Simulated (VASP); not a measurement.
An input for Quantum ESPRESSO's pw.x (written as the equivalent of a VASP run, and not itself run):

```
&CONTROL
  calculation = 'vc-relax'
  pseudo_dir = './pseudo'
  outdir = './out'
  tprnfor = .true.
  tstress = .true.
  nstep = 60
  forc_conv_thr = 0.00039
/
&SYSTEM
  ibrav = 0
  nat = 2
  ntyp = 2
  ecutwfc = 82
  occupations = 'smearing'
  smearing = 'methfessel-paxton'
  degauss = 0.00735
  input_dft = 'pbesol'
/
&ELECTRONS
  conv_thr = 7.3e-08
  electron_maxstep = 100
/
&IONS
/
&CELL
/
ATOMIC_SPECIES
  Y 88.906 Y.upf
  C 12.011 C.upf
CELL_PARAMETERS angstrom
     3.4580000    0.0000000    0.0000000
     0.0000000    3.4580000    0.0000000
     0.0000000    0.0000000    3.4580000
ATOMIC_POSITIONS crystal
  Y    0.0000000  0.0000000  0.0000000
  C    0.5000000  0.5000000  0.5000000
K_POINTS automatic
  10 10 10 0 0 0
```

Write the VASP files for the same calculation (PBEsol).

Several could match; the one computed here: 
POSCAR:
```
YC
1.0
  3.4580000000   0.0000000000   0.0000000000
  0.0000000000   3.4580000000   0.0000000000
  0.0000000000   0.0000000000   3.4580000000
Y C
1 1
direct
  0.0000000000   0.0000000000   0.0000000000
  0.5000000000   0.5000000000   0.5000000000
```

### INCAR
```
SYSTEM = YC
PREC = Accurate
ENCUT = 520
EDIFF = 1E-6
NELM = 100
ALGO = Normal
LREAL = .FALSE.
LASPH = .TRUE.
ISMEAR = 1
SIGMA = 0.1
GGA = PS
LMAXMIX = 4
LWAVE = .FALSE.
LCHARG = .FALSE.
IBRION = 2
ISIF = 3
NSW = 60
EDIFFG = -0.01
```

File KPOINTS:
```
Automatic mesh
0
Gamma
10 10 10
0 0 0
```

POTCAR, in this order: Y_sv C (PBE.64 set). Program: vasp_std.

What does not carry over: the potentials are each code's own (VASP's PAW set, PseudoDojo norm-conserving files in pw.x), so ENCUT and ecutwfc are chosen apart and not converted; conv_thr bounds pw.x's estimated SCF error, while EDIFF bounds the energy change between steps; forc_conv_thr acts on force components and is met together with etot_conv_thr.

The structure was generated: YC was put into the CsCl type type (Pm-3m), which need not be its known phase. This run relaxes it. Symmetry was kept, so distortions that lower it aren't found.
